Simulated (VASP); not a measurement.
# RuF2 (Fm-3m) in VASP: notebook

One crystal, RuF2, is run at these levels: PBE+U; tasks: single point.

Program: VASP 6.6.1. These are calculated values, not measurements. Logs are shortened: lines on timing, memory, paths and dates and some standing lists are left out, and cuts for length are marked.

### 1 The crystal as given

It takes space group Fm-3m (No. 225, cubic). The conventional cell has a = 4.817 Å, b = 4.817 Å, c = 4.817 Å, α = 90.00°, β = 90.00°, γ = 90.00°. Ru (site symmetry m-3m) is surrounded by 8 F at 2.09 Å. F (site symmetry -43m) has 4 Ru at 2.09 Å as nearest neighbours.

The cell comes from a database or a generator and needn't be the stable form of this composition.

### 2 Single point, PBE+U, collinear spin, ferrimagnetic start

Input file INCAR:

```
SYSTEM = RuF2
PREC = Accurate
ENCUT = 520
EDIFF = 1E-6
ISMEAR = 0
SIGMA = 0.05
LREAL = .FALSE.
LASPH = .TRUE.
NELM = 100
ALGO = Normal
ISIF = 2
LWAVE = .FALSE.
LCHARG = .FALSE.
ISPIN = 2
MAGMOM = 1 -0.5 0 0 0 0
LORBIT = 11
LMAXMIX = 4
LDAU = .TRUE.
LDAUTYPE = 2
LDAUL = 2 -1
LDAUU = 3 0
LDAUJ = 0 0
LDAUPRINT = 1
GGA = PE
NBANDS = 41
```

Input file KPOINTS:

```
regular mesh
0
G
  7 7 7
  0 0 0
```

Input file POSCAR:

```
RuF2
1.0
    2.4087449400      2.4087449400      4.8174898800
    2.4087449400     -2.4087449400      0.0000000000
    2.4087449400      2.4087449400      0.0000000000
Ru F
2 4
Direct
    0.0000000000      0.0000000000      0.0000000000
    0.5000000000      0.5000000000      0.0000000000
    0.2500000000      0.0000000000      0.2500000000
    0.7500000000      0.5000000000      0.2500000000
    0.7500000000      0.0000000000      0.7500000000
    0.2500000000      0.5000000000      0.7500000000
```

Potentials or basis: VASP PAW PBE potentials, release 64 (Ru_pv, F).

Run with:

```
$ cat potpaw_PBE.64/Ru_pv/POTCAR potpaw_PBE.64/F/POTCAR > POTCAR
$ mpirun -np 1 vasp_std > vasp.out
```

OUTCAR:

```text
SYSTEM = RuF2
   PREC = Accurate
   ENCUT = 520
   EDIFF = 1E-6
   ISMEAR = 0
   LREAL = .FALSE.
   LASPH = .TRUE.
   NELM = 100
   ISIF = 2
   ISPIN = 2
   LORBIT = 11
   GGA = PE

 ion  position               nearest neighbor table
   1  0.000  0.000  0.000-   5 2.09   3 2.09   4 2.09   5 2.09   6 2.09   3 2.09   4 2.09   6 2.09

   2  0.500  0.500  0.000-   6 2.09   3 2.09   4 2.09   5 2.09   6 2.09   4 2.09   3 2.09   5 2.09

   3  0.250  0.000  0.250-   1 2.09   1 2.09   2 2.09   2 2.09
   4  0.750  0.500  0.250-   2 2.09   1 2.09   2 2.09   1 2.09
   5  0.750  0.000  0.750-   1 2.09   2 2.09   1 2.09   2 2.09
   6  0.250  0.500  0.750-   1 2.09   2 2.09   2 2.09   1 2.09

  LATTYP: Found a simple tetragonal cell.
 ALAT       =     3.4064797624
 C/A-ratio  =     1.4142135624

  Lattice vectors:

 A1 = (   2.4087449400,  -2.4087449400,   0.0000000000)
 A2 = (   2.4087449400,   2.4087449400,   0.0000000000)
 A3 = (   0.0000000000,   0.0000000000,   4.8174898800)

Analysis of symmetry for initial positions (statically):
=====================================================================
 Subroutine PRICEL returns following result:

  LATTYP: Found a face centered cubic cell.
 ALAT       =     4.8174898800

  Lattice vectors:

 A1 = (   2.4087449400,   0.0000000000,   2.4087449400)
 A2 = (   2.4087449400,   2.4087449400,   0.0000000000)
 A3 = (   0.0000000000,   2.4087449400,   2.4087449400)

   2 primitive cells build up your supercell.

 Routine SETGRP: Setting up the symmetry group for a
 simple tetragonal supercell.

 Subroutine GETGRP returns: Found 16 space group operations
 (whereof 16 operations were pure point group operations)
 out of a pool of 16 trial point group operations.

The static configuration has the point symmetry D_4h.

Analysis of symmetry for dynamics (positions and initial velocities):
=====================================================================
 Subroutine PRICEL returns following result:

  LATTYP: Found a face centered cubic cell.
 ALAT       =     4.8174898800

  Lattice vectors:

 A1 = (   2.4087449400,   0.0000000000,   2.4087449400)
 A2 = (   2.4087449400,   2.4087449400,   0.0000000000)
 A3 = (   0.0000000000,   2.4087449400,   2.4087449400)

   2 primitive cells build up your supercell.

 Routine SETGRP: Setting up the symmetry group for a
 simple tetragonal supercell.

 Subroutine GETGRP returns: Found 16 space group operations
 (whereof 16 operations were pure point group operations)
 out of a pool of 16 trial point group operations.

The dynamic configuration has the point symmetry D_4h.

Analysis of structural, dynamic, and magnetic symmetry:
=====================================================================
 Subroutine PRICEL returns:
 Original cell was already a primitive cell.

 Routine SETGRP: Setting up the symmetry group for a
 simple tetragonal supercell.

 Subroutine GETGRP returns: Found 16 space group operations
 (whereof 16 operations were pure point group operations)
 out of a pool of 16 trial point group operations.

The overall configuration has the point symmetry D_4h.

[... 183 lines left out ...]
  o =  0.1525  v =  0.0000  0.0000  0.0000  0.0000  0.0000  0.0000  1.0000 -0.0000 -0.0059  0.0000      0.0000  0.0000  0.0000  0.0000  0.0000  0.0000  0.0000  0.0000  0.0000  0.0000
  o =  0.1530  v =  0.0000  0.0000  0.0000  0.0000  0.0000  1.0000  0.0000  0.0000  0.0000  0.0000      0.0000  0.0000  0.0000  0.0000  0.0000  0.0000  0.0000  0.0000  0.0000  0.0000
  o =  0.6081  v =  0.0000  0.0814 -0.0000 -0.9967 -0.0000  0.0000  0.0000  0.0000  0.0000  0.0000      0.0000  0.0000  0.0000  0.0000  0.0000  0.0000  0.0000  0.0000  0.0000  0.0000
  o =  0.6081  v =  0.0000  0.9967  0.0000  0.0814 -0.0000  0.0000  0.0000  0.0000  0.0000  0.0000      0.0000  0.0000  0.0000  0.0000  0.0000  0.0000  0.0000  0.0000  0.0000  0.0000
  o =  0.8594  v =  0.0000  0.0000  0.0000  0.0000  0.0000  0.0000 -0.0000  0.0000  0.0000  1.0000      0.0000  0.0000  0.0000  0.0000  0.0000  0.0000  0.0000  0.0000  0.0000  0.0000
  o =  0.8915  v =  0.0000  0.0000  0.0000  0.0000  0.0000  0.0000  0.0000  1.0000  0.0000 -0.0000      0.0000  0.0000  0.0000  0.0000  0.0000  0.0000  0.0000  0.0000  0.0000  0.0000
  o =  0.8988  v =  0.0000  0.0000  0.0000  0.0000  1.0000  0.0000  0.0000  0.0000  0.0000  0.0000      0.0000  0.0000  0.0000  0.0000  0.0000  0.0000  0.0000  0.0000  0.0000  0.0000
  o =  0.9033  v =  0.0000 -0.0000  1.0000 -0.0000  0.0000  0.0000  0.0000  0.0000  0.0000  0.0000      0.0000  0.0000  0.0000  0.0000  0.0000  0.0000  0.0000  0.0000  0.0000  0.0000
  o =  0.9537  v =  1.0000  0.0000  0.0000  0.0000  0.0000  0.0000  0.0000  0.0000  0.0000  0.0000      0.0000  0.0000  0.0000  0.0000  0.0000  0.0000  0.0000  0.0000  0.0000  0.0000

atom =   2  type =  1  l = 2

 onsite density matrix

spin component  1

  0.1530 -0.0000  0.0000  0.0000 -0.0000
 -0.0000  0.1525  0.0000  0.0000 -0.0000
  0.0000  0.0000  0.8915 -0.0000  0.0000
  0.0000  0.0000 -0.0000  0.1525 -0.0000
 -0.0000 -0.0000  0.0000 -0.0000  0.8594

spin component  2

  0.9537  0.0000  0.0000 -0.0000  0.0000
  0.0000  0.6081 -0.0000  0.0000  0.0000
  0.0000 -0.0000  0.9033  0.0000 -0.0000
 -0.0000  0.0000  0.0000  0.6081  0.0000
  0.0000  0.0000 -0.0000  0.0000  0.8988

 occupancies and eigenvectors

  o =  0.1525  v =  0.0000  0.9999 -0.0000  0.0163 -0.0000  0.0000  0.0000  0.0000  0.0000  0.0000      0.0000  0.0000  0.0000  0.0000  0.0000  0.0000  0.0000  0.0000  0.0000  0.0000
  o =  0.1525  v =  0.0000 -0.0163  0.0000  0.9999  0.0000  0.0000  0.0000  0.0000  0.0000  0.0000      0.0000  0.0000  0.0000  0.0000  0.0000  0.0000  0.0000  0.0000  0.0000  0.0000
  o =  0.1530  v =  1.0000  0.0000  0.0000  0.0000  0.0000  0.0000  0.0000  0.0000  0.0000  0.0000      0.0000  0.0000  0.0000  0.0000  0.0000  0.0000  0.0000  0.0000  0.0000  0.0000
  o =  0.6081  v =  0.0000  0.0000  0.0000  0.0000  0.0000  0.0000  0.9923  0.0000 -0.1236 -0.0000      0.0000  0.0000  0.0000  0.0000  0.0000  0.0000  0.0000  0.0000  0.0000  0.0000
  o =  0.6081  v =  0.0000  0.0000  0.0000  0.0000  0.0000  0.0000 -0.1236  0.0000 -0.9923 -0.0000      0.0000  0.0000  0.0000  0.0000  0.0000  0.0000  0.0000  0.0000  0.0000  0.0000
  o =  0.8594  v =  0.0000  0.0000  0.0000 -0.0000  1.0000  0.0000  0.0000  0.0000  0.0000  0.0000      0.0000  0.0000  0.0000  0.0000  0.0000  0.0000  0.0000  0.0000  0.0000  0.0000
  o =  0.8915  v =  0.0000 -0.0000 -1.0000  0.0000  0.0000  0.0000  0.0000  0.0000  0.0000  0.0000      0.0000  0.0000  0.0000  0.0000  0.0000  0.0000  0.0000  0.0000  0.0000  0.0000
  o =  0.8988  v =  0.0000  0.0000  0.0000  0.0000  0.0000  0.0000 -0.0000 -0.0000  0.0000  1.0000      0.0000  0.0000  0.0000  0.0000  0.0000  0.0000  0.0000  0.0000  0.0000  0.0000
  o =  0.9033  v =  0.0000  0.0000  0.0000  0.0000  0.0000  0.0000  0.0000  1.0000  0.0000  0.0000      0.0000  0.0000  0.0000  0.0000  0.0000  0.0000  0.0000  0.0000  0.0000  0.0000
  o =  0.9537  v =  0.0000  0.0000  0.0000  0.0000  0.0000  1.0000  0.0000  0.0000  0.0000  0.0000      0.0000  0.0000  0.0000  0.0000  0.0000  0.0000  0.0000  0.0000  0.0000  0.0000

 number of electron      56.0000001 magnetization       0.0000219

 Free energy of the ion-electron system (eV)
  ---------------------------------------------------
  ext. energy  EPLUGINS =         0.00000000
  ---------------------------------------------------
  free energy    TOTEN  =       -22.62664692 eV

  energy without entropy =      -22.62273145  energy(sigma->0) =      -22.62468918

 E-fermi :   9.4466     XC(G=0): -12.6453

 val. band max:        9.4394834172   @ k =  -0.0000   0.4286   0.2857
 cond. band min:       9.4689068627   @ k =  -0.2857   0.2857   0.2857
 fundamental gap:      0.0294234455
 Fermi energy:         9.4465504203

 spin component 1

 k-point     1 :       0.0000    0.0000    0.0000
  band No.  band energies     occupation
      1     -33.9964      1.00000
      2     -33.7266      1.00000
      3     -33.7266      1.00000
      4     -32.7248      1.00000
      5     -32.1731      1.00000
      6     -32.1728      1.00000
[... 2057 lines left out ...]
     39      23.3577      0.00000
     40      23.5235      0.00000

 [... further k-points ...]

 [bands above 40 left out]

------------------------ aborting loop because EDIFF is reached ----------------------------------------

  FORCE on cell =-STRESS in cart. coord.  units (eV):
  Direction    XX          YY          ZZ          XY          YZ          ZX
  --------------------------------------------------------------------------------------
  -------------------------------------------------------------------------------------
  Total       24.4433120     24.4433120     25.8966271      0.0000000      0.0000000     -0.0000000
  in kB      700.5484811    700.5484811    742.2006797      0.0000000      0.0000000     -0.0000000
  external PRESSURE =     714.4325473 kB  Pullay stress =       0.0000000 kB

 VOLUME and BASIS-vectors are now :
 -----------------------------------------------------------------------------
  energy-cutoff  :      520.00
  volume of cell :       55.90
      direct lattice vectors                 reciprocal lattice vectors
     2.408744940  2.408744940  4.817489880     0.000000000  0.000000000  0.207576980
     2.408744940 -2.408744940  0.000000000     0.207576980 -0.207576980  0.000000000
     2.408744940  2.408744940  0.000000000     0.207576980  0.207576980 -0.207576980

 POSITION                                       TOTAL-FORCE (eV/Angst)
 -----------------------------------------------------------------------------------
      0.00000      0.00000      0.00000         0.000000     -0.000000      0.000000
      2.40874      0.00000      2.40874        -0.000000      0.000000      0.000000
      1.20437      1.20437      1.20437         0.000000      0.000000      0.000150
      3.61312      1.20437      3.61312        -0.000000     -0.000000     -0.000150
      3.61312      3.61312      3.61312        -0.000000     -0.000000     -0.000150
      3.61312      1.20437      1.20437         0.000000      0.000000      0.000150
 -----------------------------------------------------------------------------------
    total drift:                                0.000000      0.000000      0.000000

  FREE ENERGIE OF THE ION-ELECTRON SYSTEM (eV)
  ---------------------------------------------------
  free  energy   TOTEN  =       -22.6266469179 eV

  energy  without entropy=      -22.6227314471  energy(sigma->0) =      -22.62468918

 total charge

# of ion       s       p       d       tot
------------------------------------------
    1        0.213   6.192   6.132  12.537
    2        0.213   6.192   6.132  12.537
    3        1.757   4.396   0.000   6.153
    4        1.757   4.396   0.000   6.153
    5        1.757   4.396   0.000   6.153
    6        1.757   4.396   0.000   6.153
--------------------------------------------------
tot          7.453  29.968  12.263  49.684

 magnetization (x)

# of ion       s       p       d       tot
------------------------------------------
    1        0.006   0.009   1.758   1.773
    2       -0.006  -0.009  -1.758  -1.773
    3        0.000   0.000   0.000   0.000
    4        0.000   0.000   0.000   0.000
    5        0.000   0.000   0.000   0.000
    6        0.000   0.000   0.000   0.000
--------------------------------------------------
tot          0.000   0.000   0.000   0.000
```

Wall time 3.5 min (1 thread of Intel Xeon Platinum 8375C at 2.90GHz (Ice Lake), shared host); peak memory 0.29 GiB.

The run converged, but a check on its numbers failed (symmetry, net force, bounds or a known fault of this set-up), so they aren't taken as properties of the crystal.

Caveat: a pressure of tens of GPa on the cell as given is suspect, and the run, the potentials or the cell itself is likely at fault; the result breaks the symmetry of the cell.

### 3 Single point, PBE+U, collinear spin, random start

This run uses another cell than the first one: it holds 3 atoms, not 6.

Input file INCAR:

```
PREC = Accurate
ENCUT = 520
EDIFF = 1E-6
ISMEAR = 0
SIGMA = 0.05
LREAL = False
LASPH = True
NELM = 80
ALGO = Normal
ISIF = 2
LWAVE = False
LCHARG = False
ISPIN = 2
MAGMOM = 0.41 0 0
LORBIT = 11
LMAXMIX = 4
LDAU = True
LDAUTYPE = 2
LDAUL = 2 -1
LDAUU = 3 0
LDAUJ = 0 0
LDAUPRINT = 1
GGA = PE
NBANDS = 25
```

Input file KPOINTS:

```
regular mesh
0
Gamma
  7 7 7
```

Input file POSCAR:

```
RuF2
1.0
    0.0000000000      2.4087449400      2.4087449400
    2.4087449400      0.0000000000      2.4087449400
    2.4087449400      2.4087449400      0.0000000000
Ru F
1 2
Direct
    0.0000000000      0.0000000000      0.0000000000
    0.2500000000      0.2500000000      0.2500000000
    0.7500000000      0.7500000000      0.7500000000
```

Potentials or basis: VASP PAW PBE potentials, release 64 (Ru_pv, F).

Run with:

```
$ cat potpaw_PBE.64/Ru_pv/POTCAR potpaw_PBE.64/F/POTCAR > POTCAR
$ mpirun -np 1 vasp_std > vasp.out
```

Run time: 42 s. Hardware: 1 thread of Intel Xeon Platinum 8375C at 2.90GHz (Ice Lake), shared host; peak memory 0.18 GiB.

Results (log left out):

```
Free energy                                           : -11.3085 eV
Pressure                                              : 71.1 GPa
Band gap on the k mesh                                : none (metal or under the smearing width)
Net moment                                            : 2.00 μB per cell
Site moments                                          : Ru +1.85; F +0.04 μB
Valence electrons inside the program's atomic spheres : Ru 12.53; F 6.15
```

Levels at points of the mesh, in eV from the Fermi level:
Spin up:
```
           k point  band 13  band 14  band 15  band 16  band 17  band 18
(0.00, 0.00, 0.00)    -3.09     1.02     1.02     1.02     1.97    10.87
```
Spin down:
```
           k point  band 9  band 10  band 11  band 12  band 13  band 14  band 15  band 16  band 17  band 18
(0.00, 0.00, 0.00)   -6.63    -6.63    -6.63    -2.32    -2.32     2.26     3.99     3.99     3.99    12.37
```

Eigenvalues of the final occupation matrices:
| site | spin | trace | eigenvalues |
| --- | --- | --- | --- |
| site 1 d | 1 | 4.00 | 0.74 0.74 0.74 0.89 0.89 |
| site 1 d | 2 | 2.17 | 0.13 0.13 0.13 0.89 0.89 |

Caveat: a pressure of tens of GPa on the cell as given is suspect, and the run, the potentials or the cell itself is likely at fault.

(Part 1 of 2 ends here.)
